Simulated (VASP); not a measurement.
OSZICAR of a VASP run on CdSe (wurtzite):

**OSZICAR**
```
       N       E                     dE             d eps       ncg     rms          rms(c)
DAV:   1     0.211130220101E+03    0.21113E+03   -0.14987E+04   440   0.119E+03
DAV:   2    -0.725889587071E+00   -0.21186E+03   -0.20733E+03   494   0.319E+02
DAV:   3    -0.116616163406E+02   -0.10936E+02   -0.10907E+02   530   0.741E+01
DAV:   4    -0.117507293169E+02   -0.89113E-01   -0.89090E-01   488   0.640E+00
DAV:   5    -0.117515403202E+02   -0.81100E-03   -0.81098E-03   530   0.562E-01    0.821E+00
DAV:   6    -0.110077766764E+02    0.74376E+00   -0.16933E+00   524   0.124E+01    0.648E+00
DAV:   7    -0.109754133898E+02    0.32363E-01   -0.57232E-01   476   0.413E+00    0.261E+00
DAV:   8    -0.109743050736E+02    0.11083E-02   -0.60441E-02   476   0.268E+00    0.359E-01
DAV:   9    -0.109741524173E+02    0.15266E-03   -0.94302E-03   494   0.120E+00    0.116E-01
DAV:  10    -0.109743061797E+02   -0.15376E-03   -0.10092E-03   500   0.374E-01    0.787E-02
DAV:  11    -0.109744311654E+02   -0.12499E-03   -0.31347E-04   476   0.120E-01    0.232E-02
DAV:  12    -0.109744016615E+02    0.29504E-04   -0.13688E-04   530   0.118E-01    0.752E-03
DAV:  13    -0.109744052596E+02   -0.35982E-05   -0.18673E-05   470   0.261E-02    0.837E-03
DAV:  14    -0.109744049183E+02    0.34137E-06   -0.10762E-06   376   0.612E-03
   1 F= -.10974405E+02 E0= -.10974405E+02  d E =-.859555E-14
```

Q: Which electronic solver shows in the log?

A: It is blocked Davidson (ALGO = Normal, or the opening steps of other solvers). The INCAR had ALGO = Normal.

Q: Can the final energy be trusted as converged?

A: Self-consistency was reached. It stopped with EDIFF = 1E-6, NELM = 100 (PBE GGA, plane waves, VASP's PBE PAW potentials (set 64)).

The compound is CdSe in the wurtzite structure. The cell was not relaxed at this level. The run is one of a series of settings (PREC = Low against the base run), some of them coarse on purpose.
